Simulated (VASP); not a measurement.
Level of theory: PBEsol GGA, VASP's PBE PAW potentials (set 64) (plane waves; VASP).

A VASP calculation is set up with these files.

### INCAR
```
SYSTEM  =  Ir
PREC  =  Accurate; ENCUT  =  400; LREAL  =  .False.
LASPH  =  .True.
EDIFF  =  1E-6; NELM  =  100; ALGO  =  Normal
LMAXMIX  =  6
ISMEAR  =  1; SIGMA  =  0.1
GGA  =  PS
IBRION  =  2; NSW  =  60; ISIF  =  3
EDIFFG  =  -0.01
LWAVE  =  .False.; LCHARG  =  .False.
```

### KPOINTS
```
Regular mesh
0
G
 11 11 11
```

**POSCAR**
```
Ir
1
    0.0000000000     2.6519340000     2.6519340000
    2.6519340000     0.0000000000     2.6519340000
    2.6519340000     2.6519340000     0.0000000000
Ir
2
Direct
  0.7500000000   0.7500000000   0.7500000000
  0.5000000000   0.5000000000   0.5000000000
```

POTCAR, in this order: Ir (PBE.64 set). Program: vasp_std.

The run wrote:

OUTCAR:
```
 ion  position               nearest neighbor table
   1  0.750  0.750  0.750-   2 2.30   2 2.30   2 2.30   2 2.30
   2  0.500  0.500  0.500-   1 2.30   1 2.30   1 2.30   1 2.30
  LATTYP: Found a face centered cubic cell.
 ALAT       =     5.3038680000
 Subroutine PRICEL returns:
 Original cell was already a primitive cell.
 Subroutine GETGRP returns: Found 48 space group operations
The static configuration has the point symmetry T_d .
 The point group associated with its full space group is O_h .
The dynamic configuration has the point symmetry T_d .
 Subroutine INISYM returns: Found 48 space group operations
 Subroutine IBZKPT returns following result:
 Found     56 irreducible k-points:

 Following reciprocal coordinates:
            Coordinates               Weight
  0.000000  0.000000  0.000000      1.000000
  0.090909  0.000000  0.000000      8.000000
  0.181818  0.000000  0.000000      8.000000
  0.272727  0.000000  0.000000      8.000000
  0.363636  0.000000  0.000000      8.000000
  0.454545  0.000000  0.000000      8.000000
  0.090909  0.090909  0.000000      6.000000
  0.181818  0.090909  0.000000     24.000000
  0.272727  0.090909  0.000000     24.000000
  0.363636  0.090909  0.000000     24.000000
  0.454545  0.090909  0.000000     24.000000
 -0.454545  0.090909  0.000000     24.000000
 -0.363636  0.090909  0.000000     24.000000
 -0.272727  0.090909  0.000000     24.000000
 -0.181818  0.090909  0.000000     24.000000
 -0.090909  0.090909  0.000000     12.000000
  0.181818  0.181818  0.000000      6.000000
  0.272727  0.181818  0.000000     24.000000
  0.363636  0.181818  0.000000     24.000000
  0.454545  0.181818  0.000000     24.000000
 -0.454545  0.181818  0.000000     24.000000
 -0.363636  0.181818  0.000000     24.000000
 -0.272727  0.181818  0.000000     24.000000
 -0.181818  0.181818  0.000000     12.000000
  0.272727  0.272727  0.000000      6.000000
  0.363636  0.272727  0.000000     24.000000
  0.454545  0.272727  0.000000     24.000000
 -0.454545  0.272727  0.000000     24.000000
 -0.363636  0.272727  0.000000     24.000000
 -0.272727  0.272727  0.000000     12.000000
  0.363636  0.363636  0.000000      6.000000
  0.454545  0.363636  0.000000     24.000000
 -0.454545  0.363636  0.000000     24.000000
 -0.363636  0.363636  0.000000     12.000000
  0.454545  0.454545  0.000000      6.000000
 -0.454545  0.454545  0.000000     12.000000
  0.272727  0.181818  0.090909     24.000000
  0.363636  0.181818  0.090909     48.000000
  0.454545  0.181818  0.090909     48.000000
 -0.454545  0.181818  0.090909     48.000000
   k-points           NKPTS =     56   k-points in BZ     NKDIM =     56   number of bands    NBANDS=     13
   number of dos      NEDOS =    301   number of ions     NIONS =      2
   total plane-waves  NPLWV =  13824
   dimension x,y,z NGX =    24 NGY =   24 NGZ =   24
   dimension x,y,z NGXF=    48 NGYF=   48 NGZF=   48
   ions per type =               2
   PREC   = accura    normal or accurate (medium, high low for compatibility)
   ISTART =      0    job   : 0-new  1-cont  2-samecut
   ICHARG =      2    charge: 1-file 2-atom 10-const
   ISPIN  =      1    spin polarized calculation?
   LNONCOLLINEAR =      F non collinear calculations
   LSORBIT =      F    spin-orbit coupling
   INIWAV =      1    electr: 0-lowe 1-rand  2-diag
   ENCUT  =  400.0 eV  29.40 Ry    5.42 a.u.   6.12  6.12  6.12*2*pi/ulx,y,z
   NELM   =    100;   NELMIN=  2; NELMDL= -5     # of ELM steps
   EDIFF  = 0.1E-05   stopping-criterion for ELM
   LREAL  =      F    real-space projection
   NLSPLINE    = F    spline interpolate recip. space projectors
...
```

OSZICAR:
```
       N       E                     dE             d eps       ncg     rms          rms(c)
DAV:   1     0.130421883958E+03    0.13042E+03   -0.72292E+03  1456   0.108E+03
DAV:   2    -0.108320133130E+02   -0.14125E+03   -0.12989E+03  1476   0.330E+02
DAV:   3    -0.177313980622E+02   -0.68994E+01   -0.66023E+01  1916   0.745E+01
DAV:   4    -0.178653431314E+02   -0.13395E+00   -0.13306E+00  1636   0.110E+01
DAV:   5    -0.178676639597E+02   -0.23208E-02   -0.23206E-02  1823   0.135E+00    0.205E+01
DAV:   6    -0.170721461097E+02    0.79552E+00   -0.14934E+00  1754   0.151E+01    0.887E+00
DAV:   7    -0.169149186678E+02    0.15723E+00   -0.28015E-01  2053   0.604E+00    0.231E+00
DAV:   8    -0.168954916238E+02    0.19427E-01   -0.19825E-02  1541   0.137E+00    0.357E-01
DAV:   9    -0.168953943484E+02    0.97275E-04   -0.45666E-04  1794   0.205E-01    0.585E-02
DAV:  10    -0.168954107137E+02   -0.16365E-04   -0.30655E-05  1669   0.500E-02    0.719E-03
DAV:  11    -0.168954110387E+02   -0.32502E-06   -0.16208E-06  1333   0.113E-02
   1 F= -.16895411E+02 E0= -.16895433E+02  d E =-.168954E+02
       N       E                     dE             d eps       ncg     rms          rms(c)
DAV:   1    -0.456657173400E+02   -0.28770E+02   -0.72237E+02  1481   0.353E+02    0.112E+02
DAV:   2    -0.161222343072E+02    0.29543E+02   -0.92387E+01  1491   0.109E+02    0.490E+01
DAV:   3    -0.150760527822E+02    0.10462E+01   -0.37154E+00  1889   0.169E+01    0.381E+01
DAV:   4    -0.149885383569E+02    0.87514E-01   -0.18347E-01  1610   0.273E+00    0.138E+01
DAV:   5    -0.149812342925E+02    0.73041E-02   -0.66219E-02  1725   0.144E+00    0.221E+00
DAV:   6    -0.149840636341E+02   -0.28293E-02   -0.24217E-03  1576   0.390E-01    0.135E+00
DAV:   7    -0.149847676700E+02   -0.70404E-03   -0.21796E-03  1650   0.291E-01    0.392E-01
DAV:   8    -0.149848009140E+02   -0.33244E-04   -0.82499E-05  1611   0.889E-02    0.253E-01
DAV:   9    -0.149848139092E+02   -0.12995E-04   -0.18078E-05  1793   0.327E-02    0.723E-02
DAV:  10    -0.149848164526E+02   -0.25434E-05   -0.17653E-06  1096   0.863E-03    0.159E-02
DAV:  11    -0.149848167078E+02   -0.25524E-06   -0.23720E-07   788   0.484E-03
   2 F= -.14984817E+02 E0= -.14985395E+02  d E =0.191059E+01
       N       E                     dE             d eps       ncg     rms          rms(c)
DAV:   1    -0.341728366662E+02   -0.19188E+02   -0.42747E+02  1461   0.274E+02    0.518E+01
DAV:   2    -0.180560561420E+02    0.16117E+02   -0.45951E+01  1466   0.760E+01    0.120E+01
DAV:   3    -0.172411557156E+02    0.81490E+00   -0.33760E+00  1970   0.192E+01    0.873E+00
DAV:   4    -0.172287403317E+02    0.12415E-01   -0.13495E-01  1551   0.246E+00    0.381E+00
DAV:   5    -0.172435769430E+02   -0.14837E-01   -0.40906E-02  1694   0.132E+00    0.380E-01
DAV:   6    -0.172452778852E+02   -0.17009E-02   -0.21403E-03  1656   0.399E-01    0.484E-02
DAV:   7    -0.172452620686E+02    0.15817E-04   -0.11481E-04  1749   0.104E-01    0.190E-02
DAV:   8    -0.172452649154E+02   -0.28469E-05   -0.12546E-05  1991   0.422E-02    0.662E-03
DAV:   9    -0.172452650308E+02   -0.11539E-06   -0.11777E-06   873   0.112E-02
   3 F= -.17245265E+02 E0= -.17245245E+02  d E =-.349854E+00
       N       E                     dE             d eps       ncg     rms          rms(c)
DAV:   1    -0.172782260472E+02   -0.32961E-01   -0.69914E-01  1481   0.120E+01    0.112E+00
DAV:   2    -0.172527314270E+02    0.25495E-01   -0.69668E-02  1491   0.319E+00    0.277E-01
DAV:   3    -0.172518269243E+02    0.90450E-03   -0.52017E-03  1988   0.735E-01    0.161E-01
DAV:   4    -0.172518835056E+02   -0.56581E-04   -0.52913E-04  1506   0.216E-01    0.233E-02
DAV:   5    -0.172518764723E+02    0.70333E-05   -0.56785E-05  1862   0.829E-02    0.781E-03
DAV:   6    -0.172518783233E+02   -0.18510E-05   -0.20395E-06  1338   0.105E-02    0.188E-03
DAV:   7    -0.172518783322E+02   -0.88651E-08   -0.21708E-07   758   0.522E-03
   4 F= -.17251878E+02 E0= -.17251763E+02  d E =-.356467E+00
       N       E                     dE             d eps       ncg     rms          rms(c)
DAV:   1    -0.172529409235E+02   -0.10626E-02   -0.23812E-02  1471   0.221E+00    0.204E-01
DAV:   2    -0.172520737753E+02    0.86715E-03   -0.23677E-03  1491   0.591E-01    0.554E-02
DAV:   3    -0.172520448739E+02    0.28901E-04   -0.17184E-04  1991   0.133E-01    0.318E-02
DAV:   4    -0.172520481720E+02   -0.32981E-05   -0.18074E-05  1511   0.392E-02    0.439E-03
DAV:   5    -0.172520478432E+02    0.32875E-06   -0.17451E-06   903   0.155E-02
   5 F= -.17252048E+02 E0= -.17251916E+02  d E =-.356637E+00
```

### OUTCAR
```
------------------------ aborting loop because EDIFF is reached ----------------------------------------
  FORCE on cell =-STRESS in cart. coord.  units (eV):
  Direction    XX          YY          ZZ          XY          YZ          ZX
  --------------------------------------------------------------------------------------
  Total        0.0004130      0.0004130      0.0004130      0.0000000      0.0000000      0.0000000
  in kB        0.0158866      0.0158866      0.0158866      0.0000000      0.0000000      0.0000000
  external PRESSURE =       0.0158866 kB  Pullay stress =       0.0000000 kB
  volume of cell :       41.65
      direct lattice vectors                 reciprocal lattice vectors
     0.000000000  2.751289631  2.751289631    -0.181732957  0.181732957  0.181732957
     2.751289631 -0.000000000  2.751289631     0.181732957 -0.181732957  0.181732957
     2.751289631  2.751289631 -0.000000000     0.181732957  0.181732957 -0.181732957
 POSITION                                       TOTAL-FORCE (eV/Angst)
 -----------------------------------------------------------------------------------
      4.12693      4.12693      4.12693         0.000000      0.000000      0.000000
      2.75129      2.75129      2.75129        -0.000000     -0.000000     -0.000000
 -----------------------------------------------------------------------------------
    total drift:                                0.000000      0.000000      0.000000
  FREE ENERGIE OF THE ION-ELECTRON SYSTEM (eV)
  ---------------------------------------------------
  free  energy   TOTEN  =       -17.2520478432 eV

  energy  without entropy=      -17.2516536243  energy(sigma->0) =      -17.25191644

 reached required accuracy - stopping structural energy minimisation
```
(Selected blocks of OUTCAR.)

**CONTCAR**
```
Ir
   1.00000000000000
     0.0000000000000000    2.7512896313773272    2.7512896313773272
     2.7512896313773272   -0.0000000000000000    2.7512896313773272
     2.7512896313773272    2.7512896313773272   -0.0000000000000000
  Ir
     2
Direct
     0.7500000000000000    0.7500000000000000    0.7500000000000000
     0.5000000000000000    0.5000000000000000    0.5000000000000000
```

Energy and stress use the plane-wave basis of the starting cell.

The structure was generated: Ir was put into the diamond type (Fd-3m), which need not be its known phase. This run relaxes it. Symmetry was kept, so distortions that lower it aren't found.
